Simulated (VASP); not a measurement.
A convergence study with VASP on NiSi2 (fluorite): one setting is varied, all else stays as given below, so the limit is that of these other settings.

```yaml
crystal:
  lattice:
    - [0.00000, 2.70500, 2.70500]
    - [2.70500, 0.00000, 2.70500]
    - [2.70500, 2.70500, 0.00000]
  atoms:
    - { symbol: Si, position: [0.25000, 0.25000, 0.25000] }
    - { symbol: Si, position: [0.75000, 0.75000, 0.75000] }
    - { symbol: Ni, position: [0.00000, 0.00000, 0.00000] }
```

All values below come from LDA (Ceperley-Alder, Perdew-Zunger), VASP's LDA PAW potentials (set 64) (plane waves; VASP 6.6.1). The tightest run used: 550 eV cut-off, 15×15×15 Monkhorst-Pack mesh, first-order Methfessel-Paxton smearing of 0.10 eV, potentials Si Ni.

Q: The settings run are 1×1×1 mesh; 2×2×2 mesh; 3×3×3 mesh; 4×4×4 mesh; 5×5×5 mesh; 6×6×6 mesh; 7×7×7 mesh; 8×8×8 mesh; 9×9×9 mesh; 10×10×10 mesh; 11×11×11 mesh; 12×12×12 mesh; 13×13×13 mesh; 14×14×14 mesh; 15×15×15 mesh. From which on does the energy per atom stay within 0.01 eV/atom of the tightest run?

A: From 6×6×6 mesh on: it is off by 0.0017 there and by no more than 0.01 in any finer run, while 5×5×5 mesh is off by 0.0152.
```json
[
 {"setting": "1×1×1 mesh", "E (eV/atom)": "1.4900", "pressure (GPa)": "123.38", "irreducible k-points": "1", "difference judged (eV/atom)": "8.1169"},
 {"setting": "2×2×2 mesh", "E (eV/atom)": "-6.5254", "pressure (GPa)": "-9.11", "irreducible k-points": "2", "difference judged (eV/atom)": "0.1015"},
 {"setting": "3×3×3 mesh", "E (eV/atom)": "-6.5133", "pressure (GPa)": "-8.08", "irreducible k-points": "4", "difference judged (eV/atom)": "0.1136"},
 {"setting": "4×4×4 mesh", "E (eV/atom)": "-6.6144", "pressure (GPa)": "-4.97", "irreducible k-points": "10", "difference judged (eV/atom)": "0.0124"},
 {"setting": "5×5×5 mesh", "E (eV/atom)": "-6.6117", "pressure (GPa)": "-4.68", "irreducible k-points": "10", "difference judged (eV/atom)": "0.0152"},
 {"setting": "6×6×6 mesh", "E (eV/atom)": "-6.6251", "pressure (GPa)": "-5.62", "irreducible k-points": "28", "difference judged (eV/atom)": "0.0017"},
 {"setting": "7×7×7 mesh", "E (eV/atom)": "-6.6305", "pressure (GPa)": "-5.37", "irreducible k-points": "20", "difference judged (eV/atom)": "0.0037"},
 {"setting": "8×8×8 mesh", "E (eV/atom)": "-6.6273", "pressure (GPa)": "-4.83", "irreducible k-points": "60", "difference judged (eV/atom)": "0.0004"},
 {"setting": "9×9×9 mesh", "E (eV/atom)": "-6.6273", "pressure (GPa)": "-4.35", "irreducible k-points": "35", "difference judged (eV/atom)": "0.0005"},
 {"setting": "10×10×10 mesh", "E (eV/atom)": "-6.6263", "pressure (GPa)": "-4.87", "irreducible k-points": "110", "difference judged (eV/atom)": "0.0006"},
 {"setting": "11×11×11 mesh", "E (eV/atom)": "-6.6260", "pressure (GPa)": "-5.09", "irreducible k-points": "56", "difference judged (eV/atom)": "0.0009"},
 {"setting": "12×12×12 mesh", "E (eV/atom)": "-6.6261", "pressure (GPa)": "-4.92", "irreducible k-points": "182", "difference judged (eV/atom)": "0.0007"},
 {"setting": "13×13×13 mesh", "E (eV/atom)": "-6.6252", "pressure (GPa)": "-5.04", "irreducible k-points": "84", "difference judged (eV/atom)": "0.0016"},
 {"setting": "14×14×14 mesh", "E (eV/atom)": "-6.6260", "pressure (GPa)": "-5.01", "irreducible k-points": "280", "difference judged (eV/atom)": "0.0008"},
 {"setting": "15×15×15 mesh", "E (eV/atom)": "-6.6269", "pressure (GPa)": "-5.09", "irreducible k-points": "120", "difference judged (eV/atom)": "0.0000"}
]
```

VASP warned of too few bands at 1×1×1 mesh.

Left out are rungs that failed or repeat a setting and relaxations that didn't move; long series are thinned to 24 rows.

The compound is NiSi2 in the fluorite structure. The cell was not relaxed at this level. The run is not spin-polarised, so no magnetic state was tried. VASP warned that the highest band is occupied, so more bands are needed.
